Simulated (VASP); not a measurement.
These are revPBE GGA, VASP's PBE PAW potentials (set 64) (plane waves; VASP 6.6.1) values and carry that method's errors.

VASP input:

INCAR:
```
SYSTEM = MgF2
PREC = Accurate; ENCUT = 520; LREAL = .False.
LASPH = .True.
EDIFF = 1E-7; NELM = 100; ALGO = Normal
ISMEAR = -5
GGA = RE
ISIF = 2
LWAVE = .False.; LCHARG = .True.; LORBIT = 11
NEDOS = 601
LEFG = .True.
```

KPOINTS:
```
Automatic mesh
0
Gamma
5 5 8
0 0 0
```

POSCAR:
```
MgF2
4.7429330
  0.9999998985   0.0000000000   0.0000000000
  0.0000000000   0.9999998985   0.0000000000
  0.0000000000   0.0000000000   0.6577542953
Mg F
2 4
direct
  1.0000000000   0.0000000000   0.0000000000
  0.5000000000   0.5000000000   0.5000000000
  0.3035778638   0.3035778638   0.0000000000
  0.8035778638   0.1964221362   0.5000000000
  0.1964221362   0.8035778638   0.5000000000
  0.6964221362   0.6964221362   0.0000000000
```

POTCAR, in this order: Mg F (PBE.64 set). Program: vasp_std.

**Question.** What will the output report for the number of irreducible k-points (NKPTS), largest plane-wave count, number of space-group operations, FFT grid (NGX, NGY, NGZ)?

**Answer.** 
```json
{
  "number of irreducible k-points (NKPTS)": "30",
  "largest_plane_wave_count": "1908",
  "number_of_space_group_operations": "16",
  "FFT grid (NGX, NGY, NGZ)": "36 × 36 × 24"
}
```

The compound is MgF2 in the rutile structure. It was relaxed first, which changed the volume by +8 %.
